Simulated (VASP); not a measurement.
Output of a VASP run:

### OSZICAR
```
...
       N       E                     dE             d eps       ncg     rms          rms(c)
DAV:   1    -0.111700407036E+03    0.39022E-02   -0.25067E-01  4608   0.206E+00    0.385E-01
DAV:   2    -0.111704382439E+03   -0.39754E-02   -0.71627E-03  5432   0.580E-01    0.210E-01
DAV:   3    -0.111705099564E+03   -0.71713E-03   -0.17570E-03  5880   0.824E-01    0.216E-01
DAV:   4    -0.111704905929E+03    0.19363E-03   -0.49668E-04  6024   0.539E-01    0.347E-02
DAV:   5    -0.111704938555E+03   -0.32626E-04   -0.99399E-05  4920   0.151E-01    0.443E-02
DAV:   6    -0.111704947415E+03   -0.88597E-05   -0.11373E-04  4720   0.189E-01    0.290E-02
DAV:   7    -0.111704928901E+03    0.18514E-04   -0.33886E-05  3496   0.864E-02    0.786E-03
DAV:   8    -0.111704931502E+03   -0.26009E-05   -0.18364E-05  3352   0.324E-02
  10 F= -.11170493E+03 E0= -.11170448E+03  d E =-.631357E-03  mag=    22.0026
       N       E                     dE             d eps       ncg     rms          rms(c)
DAV:   1    -0.111665649184E+03    0.39280E-01   -0.22545E+00  4608   0.617E+00    0.116E+00
DAV:   2    -0.111701087319E+03   -0.35438E-01   -0.66640E-02  5488   0.172E+00    0.635E-01
DAV:   3    -0.111707667427E+03   -0.65801E-02   -0.16247E-02  5872   0.233E+00    0.608E-01
DAV:   4    -0.111706382946E+03    0.12845E-02   -0.72633E-03  6048   0.174E+00    0.138E-01
DAV:   5    -0.111706434027E+03   -0.51082E-04   -0.14758E-03  6944   0.620E-01    0.146E-01
DAV:   6    -0.111706357893E+03    0.76135E-04   -0.79141E-04  6664   0.517E-01    0.711E-02
DAV:   7    -0.111706344898E+03    0.12995E-04   -0.23097E-04  6176   0.175E-01    0.206E-02
DAV:   8    -0.111706367589E+03   -0.22691E-04   -0.39431E-05  3808   0.785E-02    0.239E-02
DAV:   9    -0.111706350085E+03    0.17504E-04   -0.22465E-05  3384   0.844E-02    0.155E-02
DAV:  10    -0.111706364779E+03   -0.14694E-04   -0.11239E-05  3272   0.476E-02    0.789E-03
DAV:  11    -0.111706366657E+03   -0.18779E-05   -0.85278E-06  3336   0.244E-02
  11 F= -.11170637E+03 E0= -.11170594E+03  d E =-.206651E-02  mag=    21.9982
       N       E                     dE             d eps       ncg     rms          rms(c)
DAV:   1    -0.111544601915E+03    0.16176E+00   -0.90328E+00  4608   0.124E+01    0.234E+00
DAV:   2    -0.111689532896E+03   -0.14493E+00   -0.28773E-01  5744   0.407E+00    0.151E+00
DAV:   3    -0.111721126863E+03   -0.31594E-01   -0.12124E-01  6016   0.663E+00    0.165E+00
DAV:   4    -0.111707621551E+03    0.13505E-01   -0.61803E-02  6224   0.488E+00    0.340E-01
DAV:   5    -0.111707822929E+03   -0.20138E-03   -0.89506E-03  6960   0.152E+00    0.330E-01
DAV:   6    -0.111707352708E+03    0.47022E-03   -0.32589E-03  6448   0.108E+00    0.142E-01
DAV:   7    -0.111707411051E+03   -0.58343E-04   -0.86270E-04  6160   0.297E-01    0.583E-02
DAV:   8    -0.111707464535E+03   -0.53484E-04   -0.27677E-04  6296   0.223E-01    0.537E-02
DAV:   9    -0.111707486883E+03   -0.22348E-04   -0.11305E-04  5432   0.205E-01    0.395E-02
DAV:  10    -0.111707473514E+03    0.13369E-04   -0.31324E-05  3680   0.114E-01    0.163E-02
DAV:  11    -0.111707444146E+03    0.29367E-04   -0.18282E-05  3568   0.452E-02    0.144E-02
DAV:  12    -0.111707462546E+03   -0.18400E-04   -0.13506E-05  3400   0.543E-02    0.109E-02
DAV:  13    -0.111707479907E+03   -0.17361E-04   -0.12349E-05  3544   0.320E-02    0.794E-03
DAV:  14    -0.111707498322E+03   -0.18415E-04   -0.64518E-06  3328   0.196E-02    0.650E-03
DAV:  15    -0.111707491444E+03    0.68785E-05   -0.59601E-06  3360   0.194E-02
  12 F= -.11170749E+03 E0= -.11170712E+03  d E =-.319130E-02  mag=    21.9865
```

OUTCAR:
```
------------------------ aborting loop because EDIFF is reached ----------------------------------------
  FORCE on cell =-STRESS in cart. coord.  units (eV):
  Direction    XX          YY          ZZ          XY          YZ          ZX
  --------------------------------------------------------------------------------------
  Total       -2.1556020     -5.0401729     -0.3115311      0.0000000      0.0000000      0.0339992
  in kB      -14.2257727    -33.2623347     -2.0559320      0.0000000      0.0000000      0.2243757
  external PRESSURE =     -16.5146798 kB  Pullay stress =       0.0000000 kB
  volume of cell :      242.77
      direct lattice vectors                 reciprocal lattice vectors
     2.474981164  0.000000000  0.000000000     0.404043479  0.000000000  0.000000000
     0.000000000  4.041627243  0.000000000     0.000000000  0.247425094  0.000000000
     0.000000000  0.000000000 24.270299239     0.000000000  0.000000000  0.041202623
 POSITION                                       TOTAL-FORCE (eV/Angst)
 -----------------------------------------------------------------------------------
      0.60480      3.03122      8.09652        -0.012407      0.000000     -0.006077
      1.66467      1.01041      9.16579         0.002529      0.000000     -0.007896
      2.44373      3.03122     10.38342         0.008412      0.000000      0.011662
      0.81520      1.01041     11.55300         0.020154     -0.000000      0.002273
      1.65978      3.03122     12.71730        -0.020154      0.000000     -0.002273
      0.03126      1.01041     13.88688        -0.008412      0.000000     -0.011662
      0.81031      3.03122     15.10451        -0.002529     -0.000000      0.007896
      1.87018      1.01041     16.17378         0.012407      0.000000      0.006077
 -----------------------------------------------------------------------------------
    total drift:                                0.000000     -0.000000      0.000000
  FREE ENERGIE OF THE ION-ELECTRON SYSTEM (eV)
  ---------------------------------------------------
  free  energy   TOTEN  =      -111.7074914436 eV

  energy  without entropy=     -111.7063678809  energy(sigma->0) =     -111.70711692

 total charge

# of ion       s       p       d       tot
------------------------------------------
    1        0.485   0.361   6.137   6.983
    2        0.470   0.500   6.154   7.124
    3        0.482   0.543   6.208   7.234
    4        0.477   0.546   6.176   7.200
    5        0.477   0.546   6.176   7.200
    6        0.482   0.543   6.208   7.234
    7        0.470   0.500   6.154   7.124
    8        0.485   0.361   6.137   6.983
--------------------------------------------------
tot          3.829   3.899  49.353  57.081

 magnetization (x)

# of ion       s       p       d       tot
------------------------------------------
    1        0.019  -0.032   3.045   3.032
    2       -0.011  -0.105   2.857   2.741
    3       -0.013  -0.108   2.778   2.657
    4       -0.013  -0.114   2.812   2.685
    5       -0.013  -0.114   2.812   2.685
    6       -0.013  -0.108   2.778   2.657
    7       -0.011  -0.105   2.857   2.741
    8        0.019  -0.032   3.045   3.032
--------------------------------------------------
tot         -0.035  -0.715  22.983  22.233

 reached required accuracy - stopping structural energy minimisation
```
(Selected blocks of OUTCAR.)

**POSCAR**
```
Fe(211) slab
1
    2.4749811636    -0.0000000000    -0.0000000000
   -0.0000000000     4.0416272433     0.0000000000
   -0.0000000000     0.0000000000    24.2702992394
Fe
8
Direct
  0.2775593570   0.7500000000   0.3338644811
  0.7053440632   0.2500000000   0.3775816179
  0.0051577897   0.7500000000   0.4279683797
  0.3365536976   0.2500000000   0.4760395549
  0.6634463024   0.7500000000   0.5239604451
  0.9948422103   0.2500000000   0.5720316203
  0.2946559368   0.7500000000   0.6224183821
  0.7224406430   0.2500000000   0.6661355189
```

Write an INCAR and KPOINTS that could have produced this output.

This is not unique; one that fits is the input of the run itself, r2SCAN meta-GGA, plane waves, VASP's PBE PAW potentials (set 64).

INCAR:
```
LMIXTAU = T
IBRION = 2   # conjugate gradients
ISMEAR = 1
EDIFFG = -0.03   # ionic stop
LDIPOL = T
ENCUT = 400   # plane-wave cut-off (eV)
METAGGA = R2SCAN
LMAXMIX = 4
NSW = 120   # most ionic steps
IDIPOL = 3
LREAL = F   # projection in real space or not
SIGMA = 0.1   # width (eV)
LWAVE = T
ISPIN = 2
LORBIT = 10
NELMIN = 4
EDIFF = 1E-5   # SCF stop (eV)
SYSTEM = Fe(211) slab
NELM = 100   # most electronic steps
DIPOL = 0.5 0.5 0.5
PREC = Normal
LCHARG = F
ALGO = Normal
MAGMOM = 2.5 2.5 2.5 2.5 2.5 2.5 2.5 2.5
LASPH = T
ISIF = 2   # forces and stress, cell fixed
```

File KPOINTS:
```
kpoints
0
Gamma
 11 7 1
0 0 0
```

POTCAR, in this order: Fe (PBE.64 set). Program: vasp_std.

The cell is a thin slab with vacuum, built from Fe (bcc): (211) face.
